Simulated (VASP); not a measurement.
Input:

```
AuZn
1.0
    3.15000     0.00000     0.00000
    0.00000     3.15000     0.00000
    0.00000     0.00000     3.15000
Zn Au
1 1
Direct
  0.50000   0.50000   0.50000
  0.00000   0.00000   0.00000
```

These are PBE GGA with D3 dispersion (zero damping), VASP's PBE PAW potentials (set 64) (plane waves; VASP) values and carry that method's errors. Run with 520 eV cut-off, 10×10×10 Γ-centred mesh, first-order Methfessel-Paxton smearing of 0.10 eV, potentials Zn Au.

### Question
The ions, cell shape and volume are relaxed. Give the cell that the relaxation ends in.

### Answer

```
AuZn
1.0
    3.16404     0.00000     0.00000
    0.00000     3.16404     0.00000
    0.00000     0.00000     3.16404
Zn Au
1 1
Direct
  0.50000   0.50000   0.50000
  0.00000   0.00000   0.00000
```
Space group Pm-3m (221), at a tolerance of 0.03 Å.

### Question
How do energy and volume change from the first to the last step?

### Answer
The energy (σ→0) changes by -1.0 meV/atom and the volume by +1.3 %, in 3 ionic steps.

The compound is AuZn in the CsCl type structure. This run relaxes it. Symmetry was kept, so distortions that lower it aren't found. The electron count is odd and the run is not spin-polarised, which forces a metal.
